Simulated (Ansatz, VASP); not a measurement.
## Cs2Be in VASP and in Ansatz

```xyz
3
Lattice="6.4932 0.0000 0.0000 -3.2466 5.6233 0.0000 0.0000 0.0000 4.1965" Properties=species:S:1:pos:R:3 pbc="T T T"
Cs    0.0000    3.7488    2.0982
Cs    3.2466    1.8744    2.0982
Be    0.0000    0.0000    0.0000
```

Change from the starting cell: species swapped into the YHg2 type (P6/mmm, No. 191).

Alike in both runs: task relaxation of cell and atoms; functional PBE; k mesh 9 × 9 × 12; occupations gaussian, width 0.1 eV; no spin polarisation.

```csv
,VASP,Ansatz
version,VASP 6.6.1,Ansatz 0.2.0
potentials or method,"VASP PAW PBE potentials, release 64 (Cs_sv, Be)","scalar-relativistic, plane waves, PAW"
plane-wave cutoff (eV),600,420
valence electrons in the cell,20,20
```

Ansatz gave:

```
gap on the k mesh at the Fermi level, each at its own relaxed structure (eV) : none
relaxed volume (Å³/atom)                                                     : 52.61
relaxed cell length with the largest relative difference (Å)                 : 6.545
```

Estimate VASP's values.

gap on the k mesh at the Fermi level, each at its own relaxed structure (eV): none; relaxed volume (Å³/atom): 52.82; relaxed cell length with the largest relative difference (Å): 6.557.

A gap of «none» marks a metal or a gap that the smearing closes.

The runs have no spin-orbit coupling, so splittings on Cs are missing.
